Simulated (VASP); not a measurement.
# SrIr2 with r2SCAN: from relaxation to properties, part 5 of 6

Wanted: the relaxed cell of SrIr2 and its properties. The start is a computed cell from the Materials Project.

VASP 6.6.1; r2SCAN; plane waves and PAW (Sr_sv, Ir).

Still holding for the runs below: The k-mesh is coarse for a metal.

So far. Step 6 (Vibrations at Γ (r2SCAN)): The three acoustic modes lie within 0.1 cm⁻¹ of zero, but 3 optical modes are imaginary, so the cell is a saddle point and not a minimum. By the characters of their eigenvectors the optical modes sort into (cm⁻¹) Raman active: T2g 167; infrared active: T1u 29i, T1u 154; silent: Eu 53, T2u 98, A2u 189. With a centre of inversion no mode is active in both. Step 7 (Volume scan with r2SCAN): The pressure here is 11.63 GPa.

## Step 8: Volume scan with r2SCAN (run 2)

The input, INCAR:

```
SYSTEM = SrIr2
PREC = Accurate
ENCUT = 400
EDIFF = 1E-06
NELM = 100
ISMEAR = 1
SIGMA = 0.2
LREAL = .FALSE.
ALGO = Normal
METAGGA = R2SCAN
LASPH = .TRUE.
NBANDS = 34
LORBIT = 11
LWAVE = .FALSE.
LCHARG = .FALSE.
KPAR = 4
ISIF = 2
```

The input, POSCAR:

```
SrIr2
1.0
    0.0000000000      3.8024038200      3.8024038200
    3.8024038200      0.0000000000      3.8024038200
    3.8024038200      3.8024038200      0.0000000000
Sr Ir
2 4
Direct
    0.2500000000      0.2500000000      0.2500000000
    0.0000000000      0.0000000000      0.0000000000
    0.6250000000      0.1250000000      0.6250000000
    0.6250000000      0.6250000000      0.1250000000
    0.1250000000      0.6250000000      0.6250000000
    0.6250000000      0.6250000000      0.6250000000
```

The input, KPOINTS:

```
Automatic mesh
0
Gamma
6 6 6
0 0 0
```

PAW data sets: Sr_sv and Ir (PBE family, release 64).

Command:

```
> mpirun -np 4 vasp_std
```

The program printed:

```text
[... set-up lines as in an earlier step ...]
 entering main loop
       N       E                     dE             d eps       ncg     rms          rms(c)
DAV:   1     0.282659660964E+03    0.28266E+03   -0.23066E+04  1088   0.136E+03
DAV:   2    -0.212567819238E+03   -0.49523E+03   -0.48332E+03  1094   0.446E+02
DAV:   3    -0.258120205949E+03   -0.45552E+02   -0.43840E+02  1742   0.111E+02
DAV:   4    -0.261091172073E+03   -0.29710E+01   -0.29488E+01  1728   0.264E+01
DAV:   5    -0.261136694591E+03   -0.45523E-01   -0.45412E-01  1598   0.284E+00    0.581E+01
DAV:   6    -0.242409755659E+03    0.18727E+02   -0.56665E+01  1862   0.429E+01    0.114E+01
DAV:   7    -0.241650217766E+03    0.75954E+00   -0.65665E+00  1650   0.155E+01    0.114E+01
DAV:   8    -0.241677447831E+03   -0.27230E-01   -0.11674E+00  1596   0.575E+00    0.577E+00
DAV:   9    -0.241611486283E+03    0.65962E-01   -0.43370E-01  1662   0.449E+00    0.111E+00
DAV:  10    -0.241614908490E+03   -0.34222E-02   -0.11732E-02  1464   0.607E-01    0.298E-01
DAV:  11    -0.241615158791E+03   -0.25030E-03   -0.90471E-04  1516   0.175E-01    0.872E-02
DAV:  12    -0.241615176278E+03   -0.17488E-04   -0.12019E-04  1620   0.580E-02    0.350E-02
DAV:  13    -0.241615183372E+03   -0.70937E-05   -0.10130E-05  1396   0.250E-02    0.900E-03
DAV:  14    -0.241615182452E+03    0.92011E-06   -0.53865E-07   666   0.528E-03
   1 F= -.24161518E+03 E0= -.24161269E+03  d E =-.748930E-02
```

Elapsed: 45 s, on 4 MPI ranks of Intel Xeon Platinum 8259CL at 2.50GHz (Skylake/Cascade Lake), shared host; peak memory 0.93 GiB; 2.9 min of CPU time.

OUTCAR, selected parts (step 8):

```text
   ENCUT  =  400.0 eV  29.40 Ry    5.42 a.u.   8.77  8.77  8.77*2*pi/ulx,y,z

   NELECT =      56.0000    total number of electrons

 E-fermi :   6.3529

 k-point     1 :       0.0000    0.0000    0.0000
  band No.  band energies     occupation
    ...
     22       6.0098      2.03575
     23       6.0098      2.03575
     24       6.0098      2.03575
     25       6.1367      2.06322
     26       6.1367      2.06322
     27       7.2823     -0.00000
     28       7.2823     -0.00000
     29       7.6918     -0.00000
     30       7.8378     -0.00000
     31       7.8378     -0.00000
    ...

  Total        5.0099939      5.0099939      5.0099939      0.0000000      0.0000000      0.0000000
  in kB       73.0033972     73.0033972     73.0033972      0.0000000      0.0000000      0.0000000
  external PRESSURE =      73.0033972 kB  Pullay stress =       0.0000000 kB

 POSITION                                       TOTAL-FORCE (eV/Angst)
 -----------------------------------------------------------------------------------
      1.90120      1.90120      1.90120         0.000000      0.000000      0.000000
      0.00000      0.00000      0.00000        -0.000000     -0.000000     -0.000000
      2.85180      4.75300      2.85180         0.000000     -0.000000      0.000000
      2.85180      2.85180      4.75300         0.000000     -0.000000      0.000000
      4.75300      2.85180      2.85180         0.000000     -0.000000      0.000000
      4.75300      4.75300      4.75300         0.000000     -0.000000      0.000000
 -----------------------------------------------------------------------------------
    total drift:                                0.000000      0.000000      0.000000

  FREE ENERGIE OF THE ION-ELECTRON SYSTEM (eV)
  ---------------------------------------------------
  free  energy   TOTEN  =      -241.6151824519 eV

  energy  without entropy=     -241.6076931493  energy(sigma->0) =     -241.61268602

[... 5 parts as in an earlier step ...]

[... 11 further parts left out ...]
```

This step gave:

```yaml
free_energy_toten: -241.6152 eV
energy_at_zero_smearing: -241.6127 eV
fermi_energy: 6.353 eV
pressure: 7.300 GPa
```

The pressure falls from 11.63 to 7.30 GPa.

The run ends at a pressure of 7.30 GPa.

## Step 9: Volume scan with r2SCAN (run 3)

INCAR is that of step 8.

Changes to POSCAR since step 8:

```diff
@@ -2,5 +2,5 @@
 1.0
-    0.0000000000      3.8024038200      3.8024038200
-    3.8024038200      0.0000000000      3.8024038200
-    3.8024038200      3.8024038200      0.0000000000
+    0.0000000000      3.8286281233      3.8286281233
+    3.8286281233      0.0000000000      3.8286281233
+    3.8286281233      3.8286281233      0.0000000000
 Sr Ir
```

KPOINTS is that of step 8.

Command:

```
> mpirun -np 4 vasp_std
```

The program printed:

```text
[... set-up lines as in an earlier step ...]
 entering main loop
       N       E                     dE             d eps       ncg     rms          rms(c)
DAV:   1     0.273042119248E+03    0.27304E+03   -0.23019E+04  1088   0.136E+03
DAV:   2    -0.213467625914E+03   -0.48651E+03   -0.47350E+03  1090   0.443E+02
DAV:   3    -0.258256775315E+03   -0.44789E+02   -0.43418E+02  1750   0.110E+02
DAV:   4    -0.261189346141E+03   -0.29326E+01   -0.29078E+01  1736   0.257E+01
[...]
DAV:  12    -0.241691796220E+03   -0.25676E-04   -0.11511E-04  1574   0.567E-02    0.367E-02
DAV:  13    -0.241691802143E+03   -0.59229E-05   -0.11642E-05  1462   0.268E-02    0.865E-03
DAV:  14    -0.241691801532E+03    0.61048E-06   -0.47159E-07   660   0.453E-03
   1 F= -.24169180E+03 E0= -.24168932E+03  d E =-.745778E-02
```

The job ended after 46 s (4 MPI ranks; peak memory 0.93 GiB; 3 min of CPU time).

OUTCAR, selected parts (step 9):

```text
  Total        2.4142875      2.4142875      2.4142875      0.0000000      0.0000000     -0.0000000
  in kB       34.4619633     34.4619633     34.4619633      0.0000000      0.0000000     -0.0000000
  external PRESSURE =      34.4619633 kB  Pullay stress =       0.0000000 kB

 POSITION                                       TOTAL-FORCE (eV/Angst)
 -----------------------------------------------------------------------------------
      1.91431      1.91431      1.91431        -0.000000      0.000000     -0.000000
      0.00000      0.00000      0.00000         0.000000      0.000000      0.000000
      2.87147      4.78579      2.87147        -0.000000     -0.000000     -0.000000
      2.87147      2.87147      4.78579        -0.000000     -0.000000     -0.000000
      4.78579      2.87147      2.87147        -0.000000     -0.000000     -0.000000
      4.78579      4.78579      4.78579        -0.000000     -0.000000     -0.000000
 -----------------------------------------------------------------------------------
    total drift:                                0.000000      0.000000      0.000000

  FREE ENERGIE OF THE ION-ELECTRON SYSTEM (eV)
  ---------------------------------------------------
  free  energy   TOTEN  =      -241.6918015322 eV

  energy  without entropy=     -241.6843437553  energy(sigma->0) =     -241.68931561

[... 1 part as in an earlier step ...]

[... 2 further parts left out ...]
[key lines of the parts left out:]
E-fermi :   6.1327
```

The pressure falls from 7.30 to 3.45 GPa.

The run ends at a pressure of 3.45 GPa.

## Step 10: Volume scan with r2SCAN (run 4)

INCAR is that of step 9.

Changes to POSCAR since step 9:

```diff
@@ -2,5 +2,5 @@
 1.0
-    0.0000000000      3.8286281233      3.8286281233
-    3.8286281233      0.0000000000      3.8286281233
-    3.8286281233      3.8286281233      0.0000000000
+    0.0000000000      3.8544980170      3.8544980170
+    3.8544980170      0.0000000000      3.8544980170
+    3.8544980170      3.8544980170      0.0000000000
 Sr Ir
```

KPOINTS is that of step 9.

Command:

```
> mpirun -np 4 vasp_std
```

The program printed:

```text
[... set-up lines as in an earlier step ...]
 entering main loop
       N       E                     dE             d eps       ncg     rms          rms(c)
DAV:   1     0.277803936930E+03    0.27780E+03   -0.23129E+04  1088   0.136E+03
DAV:   2    -0.212586365738E+03   -0.49039E+03   -0.47754E+03  1098   0.442E+02
DAV:   3    -0.258152423810E+03   -0.45566E+02   -0.44103E+02  1760   0.111E+02
DAV:   4    -0.261202818874E+03   -0.30504E+01   -0.30280E+01  1700   0.264E+01
[...]
DAV:  12    -0.241716424475E+03   -0.32384E-04   -0.13621E-04  1536   0.610E-02    0.250E-02
DAV:  13    -0.241716427063E+03   -0.25882E-05   -0.12300E-05  1412   0.269E-02    0.520E-03
DAV:  14    -0.241716427196E+03   -0.13307E-06   -0.51920E-07   642   0.438E-03
   1 F= -.24171643E+03 E0= -.24171397E+03  d E =-.737197E-02
```

The job ended after 46 s (4 MPI ranks; peak memory 0.94 GiB; 3 min of CPU time).

From OUTCAR (step 10):

```text
  Total        0.0060613      0.0060613      0.0060613     -0.0000000      0.0000000      0.0000000
  in kB        0.0847902      0.0847902      0.0847902     -0.0000000      0.0000000      0.0000000
  external PRESSURE =       0.0847902 kB  Pullay stress =       0.0000000 kB

 POSITION                                       TOTAL-FORCE (eV/Angst)
 -----------------------------------------------------------------------------------
      1.92725      1.92725      1.92725        -0.000000      0.000000      0.000000
      0.00000      0.00000      0.00000         0.000000     -0.000000     -0.000000
      2.89087      4.81812      2.89087         0.000000     -0.000000      0.000000
      2.89087      2.89087      4.81812         0.000000     -0.000000      0.000000
      4.81812      2.89087      2.89087         0.000000     -0.000000      0.000000
      4.81812      4.81812      4.81812         0.000000     -0.000000      0.000000
 -----------------------------------------------------------------------------------
    total drift:                                0.000000      0.000000      0.000000

  FREE ENERGIE OF THE ION-ELECTRON SYSTEM (eV)
  ---------------------------------------------------
  free  energy   TOTEN  =      -241.7164271963 eV

  energy  without entropy=     -241.7090552290  energy(sigma->0) =     -241.71396987

[... 2 parts as in an earlier step ...]

[... 1 further part left out ...]
[key lines of the parts left out:]
E-fermi :   5.9218
```

The pressure falls from 3.45 to 0.01 GPa.

The run ends at a pressure of 0.01 GPa.

## Step 11: Volume scan with r2SCAN (run 5)

INCAR is that of step 10.

Changes to POSCAR since step 10:

```diff
@@ -2,5 +2,5 @@
 1.0
-    0.0000000000      3.8544980170      3.8544980170
-    3.8544980170      0.0000000000      3.8544980170
-    3.8544980170      3.8544980170      0.0000000000
+    0.0000000000      3.8800252379      3.8800252379
+    3.8800252379      0.0000000000      3.8800252379
+    3.8800252379      3.8800252379      0.0000000000
 Sr Ir
```

KPOINTS is that of step 10.

Command:

```
> mpirun -np 4 vasp_std
```

The program printed:

```text
[... set-up lines as in an earlier step ...]
 entering main loop
       N       E                     dE             d eps       ncg     rms          rms(c)
DAV:   1     0.265087554506E+03    0.26509E+03   -0.22615E+04  1088   0.134E+03
DAV:   2    -0.212887025414E+03   -0.47797E+03   -0.46593E+03  1094   0.440E+02
DAV:   3    -0.257744084447E+03   -0.44857E+02   -0.43470E+02  1710   0.110E+02
DAV:   4    -0.261217212573E+03   -0.34731E+01   -0.34329E+01  1728   0.271E+01
[...]
DAV:  12    -0.241694727730E+03   -0.34763E-04   -0.79536E-05  1602   0.459E-02    0.274E-02
DAV:  13    -0.241694732996E+03   -0.52656E-05   -0.81403E-06  1328   0.222E-02    0.837E-03
DAV:  14    -0.241694732336E+03    0.65954E-06   -0.40923E-07   642   0.464E-03
   1 F= -.24169473E+03 E0= -.24169232E+03  d E =-.722360E-02
```

It took 46 s on 4 MPI ranks; peak memory 0.92 GiB.

Parts of OUTCAR (step 11):

```text
  Total       -2.2143719     -2.2143719     -2.2143719      0.0000000      0.0000000      0.0000000
  in kB      -30.3687912    -30.3687912    -30.3687912      0.0000000      0.0000000      0.0000000
  external PRESSURE =     -30.3687912 kB  Pullay stress =       0.0000000 kB

 POSITION                                       TOTAL-FORCE (eV/Angst)
 -----------------------------------------------------------------------------------
      1.94001      1.94001      1.94001         0.000000      0.000000      0.000000
      0.00000      0.00000      0.00000        -0.000000     -0.000000     -0.000000
      2.91002      4.85003      2.91002        -0.000000      0.000000      0.000000
      2.91002      2.91002      4.85003        -0.000000      0.000000      0.000000
      4.85003      2.91002      2.91002        -0.000000      0.000000      0.000000
      4.85003      4.85003      4.85003        -0.000000      0.000000      0.000000
 -----------------------------------------------------------------------------------
    total drift:                                0.000000      0.000000      0.000000

  FREE ENERGIE OF THE ION-ELECTRON SYSTEM (eV)
  ---------------------------------------------------
  free  energy   TOTEN  =      -241.6947323364 eV

  energy  without entropy=     -241.6875087319  energy(sigma->0) =     -241.69232447

[... 1 part as in an earlier step ...]

[... 2 further parts left out ...]
[key lines of the parts left out:]
E-fermi :   5.7194
```

The pressure falls from 0.01 to -3.04 GPa.

The run ends at a pressure of -3.04 GPa.

## Step 12: Volume scan with r2SCAN (run 6)

INCAR is that of step 11.

Changes to POSCAR since step 11:

```diff
@@ -2,5 +2,5 @@
 1.0
-    0.0000000000      3.8800252379      3.8800252379
-    3.8800252379      0.0000000000      3.8800252379
-    3.8800252379      3.8800252379      0.0000000000
+    0.0000000000      3.9052209129      3.9052209129
+    3.9052209129      0.0000000000      3.9052209129
+    3.9052209129      3.9052209129      0.0000000000
 Sr Ir
```

KPOINTS is that of step 11.

Command:

```
> mpirun -np 4 vasp_std
```

The program printed:

```text
[... set-up lines as in an earlier step ...]
 entering main loop
       N       E                     dE             d eps       ncg     rms          rms(c)
DAV:   1     0.265949846792E+03    0.26595E+03   -0.22824E+04  1088   0.135E+03
DAV:   2    -0.212776677826E+03   -0.47873E+03   -0.46597E+03  1088   0.439E+02
DAV:   3    -0.258012933880E+03   -0.45236E+02   -0.43688E+02  1784   0.109E+02
DAV:   4    -0.261179814577E+03   -0.31669E+01   -0.31333E+01  1688   0.266E+01
[...]
DAV:  12    -0.241631924196E+03   -0.33213E-04   -0.78022E-05  1706   0.457E-02    0.263E-02
DAV:  13    -0.241631928498E+03   -0.43029E-05   -0.70972E-06  1224   0.213E-02    0.658E-03
DAV:  14    -0.241631928091E+03    0.40799E-06   -0.45885E-07   650   0.517E-03
   1 F= -.24163193E+03 E0= -.24162959E+03  d E =-.701682E-02
```

Run time: 50 s. Hardware: 4 MPI ranks; peak memory 0.93 GiB; 3.3 min of CPU time.

OUTCAR, selected parts (step 12):

```text
  Total       -4.2752778     -4.2752778     -4.2752778      0.0000000      0.0000000      0.0000000
  in kB      -57.5053309    -57.5053309    -57.5053309      0.0000000      0.0000000      0.0000000
  external PRESSURE =     -57.5053309 kB  Pullay stress =       0.0000000 kB

 POSITION                                       TOTAL-FORCE (eV/Angst)
 -----------------------------------------------------------------------------------
      1.95261      1.95261      1.95261         0.000000      0.000000      0.000000
      0.00000      0.00000      0.00000        -0.000000     -0.000000     -0.000000
      2.92892      4.88153      2.92892         0.000000      0.000000      0.000000
      2.92892      2.92892      4.88153         0.000000      0.000000      0.000000
      4.88153      2.92892      2.92892         0.000000      0.000000      0.000000
      4.88153      4.88153      4.88153         0.000000      0.000000      0.000000
 -----------------------------------------------------------------------------------
    total drift:                                0.000000      0.000000      0.000000

  FREE ENERGIE OF THE ION-ELECTRON SYSTEM (eV)
  ---------------------------------------------------
  free  energy   TOTEN  =      -241.6319280905 eV

  energy  without entropy=     -241.6249112705  energy(sigma->0) =     -241.62958915

[... 1 part as in an earlier step ...]

[... 2 further parts left out ...]
[key lines of the parts left out:]
E-fermi :   5.5253
```

The pressure falls from -3.04 to -5.75 GPa.

The run ends at a pressure of -5.75 GPa.

## Step 13: Volume scan with r2SCAN (run 7)

A prediction first. A least-squares parabola for the 6 pressures of evenly scaled cells so far, P = 0.00 -162.4 t +408 t² GPa with t = ln(V/V₁) and V₁ the volume at scale 1, gives -8.08 GPa at t = +0.0583.

INCAR is that of step 12.

Changes to POSCAR since step 12:

```diff
@@ -2,5 +2,5 @@
 1.0
-    0.0000000000      3.9052209129      3.9052209129
-    3.9052209129      0.0000000000      3.9052209129
-    3.9052209129      3.9052209129      0.0000000000
+    0.0000000000      3.9300956021      3.9300956021
+    3.9300956021      0.0000000000      3.9300956021
+    3.9300956021      3.9300956021      0.0000000000
 Sr Ir
```

KPOINTS is that of step 12.

Command:

```
> mpirun -np 4 vasp_std
```

The program printed:

```text
[... set-up lines as in an earlier step ...]
 entering main loop
       N       E                     dE             d eps       ncg     rms          rms(c)
DAV:   1     0.263644838922E+03    0.26364E+03   -0.22866E+04  1088   0.134E+03
DAV:   2    -0.213254624476E+03   -0.47690E+03   -0.46509E+03  1090   0.435E+02
DAV:   3    -0.257566550425E+03   -0.44312E+02   -0.42834E+02  1684   0.108E+02
DAV:   4    -0.261087188482E+03   -0.35206E+01   -0.34863E+01  1824   0.273E+01
[...]
DAV:  11    -0.241532472589E+03   -0.48808E-03   -0.66556E-04  1478   0.142E-01    0.641E-02
DAV:  12    -0.241532514839E+03   -0.42250E-04   -0.97113E-05  1526   0.528E-02    0.213E-02
DAV:  13    -0.241532515838E+03   -0.99863E-06   -0.90049E-06  1404   0.237E-02
   1 F= -.24153252E+03 E0= -.24153026E+03  d E =-.675428E-02
```

Wall time 49 s (4 MPI ranks); peak memory 0.93 GiB.

OUTCAR, selected parts (step 13):

```text
  Total       -6.1899782     -6.1899782     -6.1899782      0.0000000      0.0000000      0.0000000
  in kB      -81.6883943    -81.6883943    -81.6883943      0.0000000      0.0000000      0.0000000
  external PRESSURE =     -81.6883943 kB  Pullay stress =       0.0000000 kB

 POSITION                                       TOTAL-FORCE (eV/Angst)
 -----------------------------------------------------------------------------------
      1.96505      1.96505      1.96505        -0.000000     -0.000000     -0.000000
      0.00000      0.00000      0.00000         0.000000      0.000000      0.000000
      2.94757      4.91262      2.94757         0.000000      0.000000     -0.000000
      2.94757      2.94757      4.91262         0.000000      0.000000     -0.000000
      4.91262      2.94757      2.94757         0.000000      0.000000     -0.000000
      4.91262      4.91262      4.91262         0.000000      0.000000     -0.000000
 -----------------------------------------------------------------------------------
    total drift:                                0.000000      0.000000      0.000000

  FREE ENERGIE OF THE ION-ELECTRON SYSTEM (eV)
  ---------------------------------------------------
  free  energy   TOTEN  =      -241.5325158379 eV

  energy  without entropy=     -241.5257615590  energy(sigma->0) =     -241.53026441

[... 1 part as in an earlier step ...]

[... 2 further parts left out ...]
[key lines of the parts left out:]
E-fermi :   5.3390
```

The pressure falls from -5.75 to -8.17 GPa. The parabola predicted -8.08 GPa, +0.09 GPa off.

## Step 14: Comparing the runs

Times are for 4 MPI ranks of Intel Xeon Platinum 8259CL at 2.50GHz (Skylake/Cascade Lake), shared host. The series side by side:

```
no.  volume scale  energy above the lowest point (meV/atom)  pressure (GPa)  time  memory (GiB)
  1          0.94                                     39.38           11.63  45 s          0.92
  2          0.96                                     16.88           7.300  45 s          0.93
  3          0.98                                      4.11           3.446  46 s          0.93
  4             1                                         0        0.008479  46 s          0.94
  5          1.02                                      3.61          -3.037  46 s          0.92
  6          1.04                                     14.06          -5.751  50 s          0.93
  7          1.06                                     30.62          -8.169  49 s          0.93
```

(Part 5 of 6 ends here.)

[Lines on the potential files, build, host, timing and source positions are cut from VASP's logs without a mark.]

[Logs are printed without paths, hosts, clocks, repeated set-up lines and the standing remarks that a program may print on its own settings, such as how far it seeks lower states.]

[Hosts, paths, dates, database ids (printed as entryN), source tags and the programs' standing remarks are cut or masked in the printed files.]

[A measured line is paired with the nearest computed mode of its activity, which favours agreement.]

[In band tables of VASP the shares of atoms and orbitals are scaled to a sum of 1 inside the atoms' spheres.]
